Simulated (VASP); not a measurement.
All values below come from r2SCAN meta-GGA, VASP's PBE PAW potentials (set 64) (plane waves; VASP). Each cell was relaxed at this level, without spin-orbit coupling.

Problem. Which of these comes out without a gap?
A. PtSb2, Pa-3 (205)
B. Si, Fd-3m (227)
C. BN, F-43m (216)
D. InP, F-43m (216)

Solution. A, PtSb2, Pa-3 (205). The others have gaps of 1.04 eV (InP, F-43m (216)), 0.80 eV (Si, Fd-3m (227)), 4.98 eV (BN, F-43m (216)).
